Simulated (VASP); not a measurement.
Computed with PBEsol GGA, VASP's PBE PAW potentials (set 64) (plane waves; VASP).

Input for VASP

POSCAR:
```
BN
1.0
  2.4035946764   0.0000000000   0.0000000000
 -1.2017973382   2.0815739618   0.0000000000
  0.0000000000   0.0000000000   3.8844075496
B N
2 2
Direct
  0.0000000000   1.0000000000   0.0000000000
  0.0000000000   1.0000000000   0.5000000000
  0.3333330000   0.6666670000   0.2500000000
  0.6666670000   0.3333330000   0.7500000000
```

File KPOINTS:
```
Regular mesh
0
gamma
10 10 6
0 0 0
```

**INCAR**
```
ALGO  =  Normal   # blocked Davidson
LCHARG  =  .False.
NSW  =  40   # most ionic steps
LASPH  =  .True.   # aspherical one-centre terms
LWAVE  =  .False.
PREC  =  Accurate
SYSTEM  =  BN
LREAL  =  .False.   # projection in real space or not
NELM  =  100   # most electronic steps
EDIFF  =  1E-6
PSTRESS  =  450   # kbar
SIGMA  =  0.05   # width (eV)
ENCUT  =  620   # plane-wave cut-off (eV)
ISMEAR  =  0
EDIFFG  =  -0.02   # ionic stop
GGA  =  PS   # PBEsol
ISIF  =  3
IBRION  =  2   # conjugate gradients
```

POTCAR, in this order: B N (PBE.64 set). Program: vasp_std.

The resulting files:

File OUTCAR:
```
 ion  position               nearest neighbor table
   1  0.000  0.000  0.000-   3 1.69   4 1.69   3 1.69   4 1.69   4 1.69   3 1.69   2 1.94   2 1.94
  LATTYP: Found a hexagonal cell.
 ALAT       =     2.4035946764
 C/A-ratio  =     1.6160826065
 Subroutine PRICEL returns:
 Original cell was already a primitive cell.
 Subroutine GETGRP returns: Found 24 space group operations
The static configuration has the point symmetry D_3d.
 The point group associated with its full space group is D_6h.
The dynamic configuration has the point symmetry D_3d.
 Subroutine INISYM returns: Found 24 space group operations
 Subroutine IBZKPT returns following result:
 Found     56 irreducible k-points:

 Following reciprocal coordinates:
            Coordinates               Weight
  0.000000  0.000000  0.000000      1.000000
  0.100000  0.000000  0.000000      6.000000
  0.200000  0.000000  0.000000      6.000000
  0.300000 -0.000000  0.000000      6.000000
  0.400000  0.000000  0.000000      6.000000
  0.500000  0.000000  0.000000      3.000000
  0.100000  0.100000  0.000000      6.000000
  0.200000  0.100000  0.000000     12.000000
  0.300000  0.100000  0.000000     12.000000
  0.400000  0.100000  0.000000     12.000000
  0.200000  0.200000  0.000000      6.000000
  0.300000  0.200000  0.000000     12.000000
  0.400000  0.200000  0.000000      6.000000
  0.300000  0.300000  0.000000      6.000000
  0.000000  0.000000  0.166667      2.000000
  0.100000  0.000000  0.166667     12.000000
  0.200000  0.000000  0.166667     12.000000
  0.300000 -0.000000  0.166667     12.000000
  0.400000  0.000000  0.166667     12.000000
  0.500000  0.000000  0.166667      6.000000
  0.100000  0.100000  0.166667     12.000000
  0.200000  0.100000  0.166667     24.000000
  0.300000  0.100000  0.166667     24.000000
...
```

### OSZICAR
```
       N       E                     dE             d eps       ncg     rms          rms(c)
DAV:   1     0.668864642240E+02    0.66886E+02   -0.10240E+04  1344   0.156E+03
DAV:   2    -0.282395707304E+02   -0.95126E+02   -0.86562E+02  1912   0.328E+02
DAV:   3    -0.311933821865E+02   -0.29538E+01   -0.29240E+01  1780   0.562E+01
DAV:   4    -0.312221922096E+02   -0.28810E-01   -0.28721E-01  1696   0.503E+00
DAV:   5    -0.312226532136E+02   -0.46100E-03   -0.46089E-03  1684   0.552E-01    0.905E+00
DAV:   6    -0.296925952163E+02    0.15301E+01   -0.44243E+00  1776   0.188E+01    0.385E+00
DAV:   7    -0.296493091816E+02    0.43286E-01   -0.22121E-01  1700   0.495E+00    0.243E+00
DAV:   8    -0.296380717463E+02    0.11237E-01   -0.18163E-02  1576   0.131E+00    0.291E-01
DAV:   9    -0.296372904876E+02    0.78126E-03   -0.18695E-03  1712   0.502E-01    0.590E-02
DAV:  10    -0.296372966069E+02   -0.61192E-05   -0.12497E-04  1676   0.112E-01    0.169E-02
DAV:  11    -0.296372951517E+02    0.14552E-05   -0.14988E-05  1732   0.359E-02    0.320E-03
DAV:  12    -0.296372950278E+02    0.12384E-06   -0.10760E-06   968   0.106E-02
   1 F= -.24178714E+02 E0= -.24178714E+02  d E =-.241787E+02
```

**OUTCAR**
```
------------------------ aborting loop because EDIFF is reached ----------------------------------------
  FORCE on cell =-STRESS in cart. coord.  units (eV):
  Direction    XX          YY          ZZ          XY          YZ          ZX
  --------------------------------------------------------------------------------------
  Total        5.4000055      5.4000050      5.5159681      0.0000000      0.0000000      0.0000000
  in kB      445.1710496    445.1710118    454.7308889      0.0000000      0.0000000      0.0000000
  external PRESSURE =      -1.6423499 kB  Pullay stress =     450.0000000 kB
  volume of cell :       19.43
      direct lattice vectors                 reciprocal lattice vectors
     2.403594676  0.000000000  0.000000000     0.416043524  0.240202851  0.000000000
    -1.201797338  2.081573962  0.000000000     0.000000000  0.480405702  0.000000000
     0.000000000  0.000000000  3.884407550     0.000000000  0.000000000  0.257439516
  FREE ENERGIE OF THE ION-ELECTRON SYSTEM (eV)
  ---------------------------------------------------
  free  energy   TOTEN  =       -29.6372950278 eV

  energy  without entropy=      -29.6372950278  energy(sigma->0) =      -29.63729503
  enthalpy is  TOTEN    =       -24.1787135016 eV   P V=        5.4585815262

 reached required accuracy - stopping structural energy minimisation
```
(Selected blocks of OUTCAR.)

File OUTCAR:
```
 val. band max:       11.6203052572   @ k =   0.2000   0.0000   0.0000

 cond. band min:      13.8943674014   @ k =   0.3000   0.3000   0.0000


 Fermi energy:        11.8503530096

 k-point     1 :       0.0000    0.0000    0.0000
  band No.  band energies     occupation
      1     -12.1587      2.00000
      2      -6.5749      2.00000
      3      -1.7355      2.00000
      4      10.0739      2.00000
      5      10.0739      2.00000
      6      10.8713      2.00000
      7      10.8713      2.00000
      8      11.3111      2.00000
      9      18.5684      0.00000
     10      20.5914      0.00000
     11      20.6075      0.00000
     12      20.8664      0.00000

 k-point     2 :       0.1000    0.0000    0.0000
  band No.  band energies     occupation
      1     -11.8931      2.00000
      2      -6.3198      2.00000
      3      -1.5077      2.00000
      4       8.1652      2.00000
      5       8.9741      2.00000
      6      10.4459      2.00000
      7      11.2862      2.00000
      8      11.4624      2.00000
      9      19.2815      0.00000
     10      19.8126      0.00000
     11      20.1389      0.00000
     12      20.7617      0.00000

 k-point     3 :       0.2000    0.0000    0.0000
  band No.  band energies     occupation
      1     -11.1018      2.00000
      2      -5.5776      2.00000
      3      -0.8345      2.00000
      4       4.9110      2.00000
      5       7.5311      2.00000
      6       8.5412      2.00000
      7      10.9494      2.00000
      8      11.6203      2.00000
      9      18.2390      0.00000
     10      19.1378      0.00000
     11      19.2114      0.00000
     12      20.8621      0.00000

 k-point     4 :       0.3000   -0.0000    0.0000
  band No.  band energies     occupation
      1      -9.8075      2.00000
      2      -4.4768      2.00000
      3       0.2379      2.00000
      4       1.6843      2.00000
      5       5.9511      2.00000
      6       6.3471      2.00000
...
```

The structure was generated: BN was put into the NiAs type type (P6_3/mmc), which need not be its known phase. It was relaxed first under an external pressure of 45 GPa.
